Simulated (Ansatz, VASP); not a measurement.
# Al2O3 (Corundum) in two plane-wave programs, part 3 of 3

Aim: how closely do two programs agree when they are given the same cell, functional and k mesh? The cell is taken from a series of runs on this material, whose earlier steps may have relaxed, scaled, displaced or heated it; both programs get it as it stands. Other levels of theory on this material are compared in a session of their own.

VASP 6.6.1 and Ansatz 0.2.0.

So far: Set-up; Ansatz: zone-centre phonons, LDA; VASP: zone-centre phonons, LDA.

**3. VASP: zone-centre phonons, LDA (continued)**

Level of this step: LDA; plane waves and PAW (Al, O) (VASP).

Numbers of over 12 decimals in the logs are rounded to 6 here.

Parts of OUTCAR (step 3):

```text
ion  position               nearest neighbor table
   1  0.351  0.351  0.351-   9 1.83  10 1.83   8 1.83   7 1.94   5 1.94   6 1.94   2 2.59   3 2.75
                             3 2.75   3 2.75   2 3.19   2 3.19   2 3.19
   2  0.149  0.149  0.149-  10 1.83   9 1.83   8 1.83   6 1.94   5 1.94   7 1.94   1 2.59   4 2.75
                             4 2.75   4 2.75   1 3.19   1 3.19   1 3.19
   3  0.649  0.649  0.649-   6 1.83   7 1.83   5 1.83  10 1.94   8 1.94   9 1.94   4 2.59   1 2.75
                             1 2.75   1 2.75   4 3.19   4 3.19   4 3.19
   4  0.851  0.851  0.851-   7 1.83   6 1.83   5 1.83   9 1.94   8 1.94  10 1.94   3 2.59   2 2.75
                             2 2.75   2 2.75   3 3.19   3 3.19   3 3.19
   5  0.557  0.943  0.250-   3 1.83   4 1.83   1 1.94   2 1.94
   6  0.250  0.557  0.943-   3 1.83   4 1.83   2 1.94   1 1.94
   7  0.943  0.250  0.557-   4 1.83   3 1.83   1 1.94   2 1.94
   8  0.443  0.057  0.750-   1 1.83   2 1.83   3 1.94   4 1.94
   9  0.750  0.443  0.057-   1 1.83   2 1.83   4 1.94   3 1.94
  10  0.057  0.750  0.443-   2 1.83   1 1.83   3 1.94   4 1.94

  LATTYP: Found a trigonal (rhomboedric) cell.
 ALAT       =     5.0655686831
 COS(alpha) =     0.5703615681

 Subroutine GETGRP returns: Found 12 space group operations
 (whereof  6 operations were pure point group operations)

The static configuration has the point symmetry S_6 .
 The point group associated with its full space group is D_3d.

 Found     13 irreducible k-points:

   k-points           NKPTS =     13   k-points in BZ     NKDIM =     13   number of bands    NBANDS=     34

   dimension x,y,z NGX =    40 NGY =   40 NGZ =   40
   dimension x,y,z NGXF=    80 NGYF=   80 NGZF=   80

   ENCUT  =  600.0 eV  44.10 Ry    6.64 a.u.  10.12 10.12 10.12*2*pi/ulx,y,z

   NELECT =      48.0000    total number of electrons

 k-points in reciprocal lattice and weights: Automatic mesh
   0.00000000  0.00000000  0.00000000       0.016
   0.25000000  0.00000000  0.00000000       0.094
   0.50000000  0.00000000  0.00000000       0.047
   0.25000000  0.25000000  0.00000000       0.094
   0.50000000  0.25000000 -0.00000000       0.188
  -0.25000000  0.25000000  0.00000000       0.094
   0.50000000  0.50000000  0.00000000       0.047
   0.25000000  0.25000000  0.25000000       0.031
   0.50000000  0.25000000  0.25000000       0.094
  -0.25000000  0.25000000  0.25000000       0.094
   0.50000000  0.50000000  0.25000000       0.094
  -0.25000000  0.50000000  0.25000000       0.094
   0.50000000  0.50000000  0.50000000       0.016

 average (electrostatic) potential at core
       1 -69.1132       2 -69.1132       3 -69.1132       4 -69.1132       5 -67.8062
       6 -67.8062       7 -67.8062       8 -67.8062       9 -67.8062      10 -67.8062

  Total        2.8338394      2.8338394      2.6145409      0.0000000     -0.0000000      0.0000000
  in kB       55.5671116     55.5671116     51.2670141      0.0000000     -0.0000000      0.0000000
  external PRESSURE =      54.1337458 kB  Pullay stress =       0.0000000 kB

  energy-cutoff  :      600.00
  volume of cell :       81.71
      direct lattice vectors                 reciprocal lattice vectors
     2.347819859  1.355514428  4.279054642     0.212963528  0.122954550  0.077898826
    -2.347819859  1.355514428  4.279054642    -0.212963528  0.122954550  0.077898826
[...]
0.000000 -0.000000  1.911896     0.102386    0.090759   -0.000000
      0.000000 -0.000000  8.330478     0.102388   -0.090757    0.000000
      0.000000 -0.000000 10.925268    -0.102386   -0.090759    0.000000
     -0.905007  1.355514  7.488346     0.000002    0.402321   -0.338618
     -0.721406 -1.461516  7.488346     0.251484   -0.033269    0.169307
      1.626413  0.106002  7.488346    -0.251489   -0.033264    0.169312
      0.905007 -1.355514  5.348818    -0.000002   -0.402321    0.338618
      0.721406  1.461516  5.348818    -0.251484    0.033269   -0.169307
     -1.626413 -0.106002  5.348818     0.251489    0.033264   -0.169312

   2 f  =   23.355008 THz   146.743845 2PiTHz  779.039219 cm-1    96.588510 meV
             X         Y         Z           dx          dy          dz
      0.000000 -0.000000  4.506686     0.090757    0.102388   -0.000000
      0.000000 -0.000000  1.911896     0.090759   -0.102386    0.000000
      0.000000 -0.000000  8.330478    -0.090757   -0.102388    0.000000
      0.000000 -0.000000 10.925268    -0.090759    0.102386   -0.000000
     -0.905007  1.355514  7.488346    -0.178462    0.000003   -0.000003
     -0.721406 -1.461516  7.488346     0.257127    0.251486    0.293253
      1.626413  0.106002  7.488346     0.257123   -0.251487   -0.293251
      0.905007 -1.355514  5.348818     0.178462   -0.000003    0.000003
      0.721406  1.461516  5.348818    -0.257127   -0.251486   -0.293253
     -1.626413 -0.106002  5.348818    -0.257123    0.251487    0.293251

   3 f  =   23.198272 THz   145.759042 2PiTHz  773.811064 cm-1    95.940301 meV
             X         Y         Z           dx          dy          dz
      0.000000 -0.000000  4.506686    -0.000000    0.000000    0.064158
      0.000000 -0.000000  1.911896     0.000000    0.000000    0.064158
      0.000000 -0.000000  8.330478     0.000000   -0.000000   -0.064158
      0.000000 -0.000000 10.925268    -0.000000   -0.000000   -0.064158
     -0.905007  1.355514  7.488346     0.000000   -0.235365    0.329432
     -0.721406 -1.461516  7.488346     0.203832    0.117683    0.329432
      1.626413  0.106002  7.488346    -0.203832    0.117683    0.329432
      0.905007 -1.355514  5.348818    -0.000000    0.235365   -0.329432
      0.721406  1.461516  5.348818    -0.203832   -0.117683   -0.329432
     -1.626413 -0.106002  5.348818     0.203832   -0.117683   -0.329432

   4 f  =   21.210969 THz   133.272447 2PiTHz  707.521758 cm-1    87.721478 meV
             X         Y         Z           dx          dy          dz
      0.000000 -0.000000  4.506686    -0.000000   -0.000000    0.183538
      0.000000 -0.000000  1.911896    -0.000000    0.000000   -0.183538
      0.000000 -0.000000  8.330478    -0.000000   -0.000000    0.183538
      0.000000 -0.000000 10.925268    -0.000000    0.000000   -0.183538
     -0.905007  1.355514  7.488346    -0.379749    0.000000    0.000000
     -0.721406 -1.461516  7.488346     0.189874   -0.328872    0.000000
      1.626413  0.106002  7.488346     0.189874    0.328872   -0.000000
      0.905007 -1.355514  5.348818    -0.379749    0.000000   -0.000000
      0.721406  1.461516  5.348818     0.189874   -0.328872    0.000000
     -1.626413 -0.106002  5.348818     0.189874    0.328872   -0.000000

   5 f  =   19.995608 THz   125.636109 2PiTHz  666.981682 cm-1    82.695152 meV
             X         Y         Z           dx          dy          dz
      0.000000 -0.000000  4.506686    -0.000000    0.000000   -0.126759
      0.000000 -0.000000  1.911896    -0.000000   -0.000000    0.126759
      0.000000 -0.000000  8.330478     0.000000   -0.000000    0.126759
      0.000000 -0.000000 10.925268     0.000000    0.000000   -0.126759
     -0.905007  1.355514  7.488346    -0.394911    0.000000   -0.000000
     -0.721406 -1.461516  7.488346     0.197456   -0.342003   -0.000000
      1.626413  0.106002  7.488346     0.197456    0.342003    0.000000
      0.905007 -1.355514  5.348818     0.394911    0.000000   -0.000000
      0.721406  1.461516  5.348818    -0.197456    0.342003    0.000000
     -1.626413 -0.106002  5.348818    -0.197456   -0.342003   -0.000000

   6 f  =   19.632568 THz   123.355060 2PiTHz  654.871964 cm-1    81.193739 meV
             X         Y         Z           dx          dy          dz
      0.000000 -0.000000  4.506686     0.122066   -0.117160    0.000000
      0.000000 -0.000000  1.911896    -0.122100   -0.117125    0.000000
      0.000000 -0.000000  8.330478     0.122066   -0.117160    0.000000
      0.000000 -0.000000 10.925268    -0.122100   -0.117125    0.000000
     -0.905007  1.355514  7.488346    -0.000037    0.465251   -0.098575
     -0.721406 -1.461516  7.488346     0.315234   -0.080636    0.049300
      1.626413  0.106002  7.488346    -0.315153   -0.080726    0.049275
      0.905007 -1.355514  5.348818    -0.000037    0.465251   -0.098575
      0.721406  1.461516  5.348818     0.315234   -0.080636    0.049300
     -1.626413 -0.106002  5.348818    -0.315153   -0.080726    0.049275

   7 f  =   19.632568 THz   123.355060 2PiTHz  654.871964 cm-1    81.193739 meV
             X         Y         Z           dx          dy          dz
      0.000000 -0.000000  4.506686    -0.117160   -0.122066    0.000000
      0.000000 -0.000000  1.911896    -0.117125    0.122100   -0.000000
      0.000000 -0.000000  8.330478    -0.117160   -0.122066    0.000000
      0.000000 -0.000000 10.925268    -0.117125    0.122100   -0.000000
     -0.905007  1.355514  7.488346    -0.262658   -0.000066    0.000014
     -0.721406 -1.461516  7.488346     0.283228    0.315205    0.085362
      1.626413  0.106002  7.488346     0.283318   -0.315182   -0.085376
      0.905007 -1.355514  5.348818    -0.262658   -0.000066    0.000014
      0.721406  1.461516  5.348818     0.283228    0.315205    0.085362
     -1.626413 -0.106002  5.348818     0.283318   -0.315182   -0.085376

   8 f  =   18.700347 THz   117.497744 2PiTHz  623.776423 cm-1    77.338385 meV
             X         Y         Z           dx          dy          dz
      0.000000 -0.000000  4.506686    -0.000000    0.000000   -0.465095
      0.000000 -0.000000  1.911896    -0.000000   -0.000000    0.465095
      0.000000 -0.000000  8.330478    -0.000000    0.000000   -0.465095
      0.000000 -0.000000 10.925268    -0.000000   -0.000000    0.465095
     -0.905007  1.355514  7.488346    -0.149858   -0.000000   -0.000000
     -0.721406 -1.461516  7.488346     0.074929   -0.129781    0.000000
      1.626413  0.106002  7.488346     0.074929    0.129781   -0.000000
      0.905007 -1.355514  5.348818    -0.149858   -0.000000   -0.000000
      0.721406  1.461516  5.348818     0.074929   -0.129781    0.000000
     -1.626413 -0.106002  5.348818     0.074929    0.129781   -0.000000

   9 f  =   18.566564 THz   116.657162 2PiTHz  619.313911 cm-1    76.785104 meV
             X         Y         Z           dx          dy          dz
      0.000000 -0.000000  4.506686     0.000000    0.000000   -0.199335
      0.000000 -0.000000  1.911896    -0.000000    0.000000   -0.199335
      0.000000 -0.000000  8.330478     0.000000    0.000000   -0.199335
      0.000000 -0.000000 10.925268    -0.000000    0.000000   -0.199335
     -0.905007  1.355514  7.488346    -0.000000   -0.332236    0.172616
     -0.721406 -1.461516  7.488346     0.287725    0.166118    0.172616
      1.626413  0.106002  7.488346    -0.287725    0.166118    0.172616
      0.905007 -1.355514  5.348818    -0.000000   -0.332236    0.172616
      0.721406  1.461516  5.348818     0.287725    0.166118    0.172616
     -1.626413 -0.106002  5.348818    -0.287725    0.166118    0.172616
    [... 271 further lines ...]
      0.721406  1.461516  5.348818     0.251372   -0.123450    0.000006
     -1.626413 -0.106002  5.348818     0.251453   -0.123615   -0.000011

 MACROSCOPIC STATIC DIELECTRIC TENSOR IONIC CONTRIBUTION
 ------------------------------------------------------
           5.523645     0.000000     0.000000
           0.000000     5.523645    -0.000000
           0.000000    -0.000000     7.181908
 ------------------------------------------------------

 ELASTIC MODULI CONTR FROM IONIC RELAXATION (kBar)
 Direction    XX          YY          ZZ          XY          YZ          ZX
 --------------------------------------------------------------------------------
 XX        -464.9539    203.4032    176.5018     -0.0000    109.9401      0.0000
 YY         203.4032   -464.9539    176.5018      0.0000   -109.9401      0.0000
 ZZ         176.5018    176.5018   -277.8448     -0.0000      0.0000     -0.0000
 XY          -0.0000      0.0000     -0.0000   -334.1911      0.0000    108.1978
 YZ         109.9401   -109.9401      0.0000      0.0000   -174.3582     -0.0000
 ZX           0.0000      0.0000     -0.0000    108.1978     -0.0000   -172.7037
 --------------------------------------------------------------------------------

 PIEZOELECTRIC TENSOR IONIC CONTR  for field in x, y, z        (C/m^2)
          XX          YY          ZZ          XY          YZ          ZX
  --------------------------------------------------------------------------------
  x     0.00000    -0.00000    -0.00000    -0.00000     0.00000    -0.00000
  y     0.00000    -0.00000    -0.00000    -0.00000     0.00000     0.00000
  z    -0.00000     0.00000     0.00000     0.00000     0.00000     0.00000
```

**4. Differences**

Known differences besides the potentials themselves: the two LDA forms differ slightly; fixed occupations in Ansatz, narrow Gaussian smearing in VASP; VASP's response is taken on the typed mesh, Ansatz refines its own for the field response alone; the cutoff is 260 eV in Ansatz and 600 eV in VASP; VASP's log shows a relativistic correction to its local exchange, Ansatz's none; Ansatz's log warns that its cutoff lies below the recommended one. Total energies have different zeros and are not compared.

Compared:

| quantity | Ansatz | VASP | difference |
| --- | --- | --- | --- |
| ε∞ xx | 3.22 | 3.21 | +0.45 % |
| ε∞ yy | 3.22 | 3.21 | +0.45 % |
| ε∞ zz | 3.19 | 3.17 | +0.55 % |
| Born charge of Al1 (mean of the diagonal) (e) | 2.93 | 2.92 | +0.01 |
| Born charge of O5 (mean of the diagonal) (e) | -1.95 | -1.95 | -0.01 |

Zone-centre modes by rising frequency (cm⁻¹; imaginary ones negative):

| program | modes |
| --- | --- |
| Ansatz | 0.0, 0.0, 0.0, 340.0, 403.2, 403.2, 422.9, 427.1, 427.1, 439.4, 460.3, 460.3, 475.2, 475.2, 493.9, 493.9, 564.6, 611.2, 611.2, 641.5, 644.7, 644.7, 652.2, 684.0, 684.0, 706.9, 738.0, 815.0, 822.6, 822.6 |
| VASP | -0.2, -0.2, -0.1, 324.0, 382.2, 382.2, 403.9, 403.9, 408.7, 434.3, 450.0, 450.0, 450.7, 450.7, 462.8, 462.8, 540.5, 591.9, 591.9, 604.0, 604.0, 619.3, 623.8, 654.9, 654.9, 667.0, 707.5, 773.8, 779.0, 779.0 |

The two lists differ in the order or number of single and degenerate modes, so they aren't paired one by one; the r.m.s. figure in the results sets the two lists side by side in order.

**5. What came out**

| Property | Result |
| --- | --- |
| r.m.s. difference of the optical zone-centre modes, each program's sorted by frequency (zone-centre phonons, LDA) | 28 cm⁻¹ |
| difference in ε∞ zz (zone-centre phonons, LDA) | +0.6 % |

In words: The r.m.s. difference of the optical zone-centre modes, each program's sorted by frequency is 28 cm⁻¹ (zone-centre phonons, LDA). Among the rows given in per cent, the largest difference of the zone-centre phonons, LDA pair is in ε∞ zz, +0.6 %. Ansatz's own log doubts the convergence of its zone-centre phonons, LDA run, which may account for the difference. 4 further runs of this series are not shown here. Such differences can come from data sets, numerical settings and the points named under the comparisons, not from the functional's error against experiment.

[Lines on the potential files, build, host, timing and source positions are cut from VASP's logs without a mark.]

[Logs are printed without paths, hosts, clocks, repeated set-up lines and the standing remarks that a program may print on its own settings, such as how far it seeks lower states.]

[Hosts, paths, dates, database ids (printed as entryN), source tags and the programs' standing remarks are cut or masked in the printed files.]
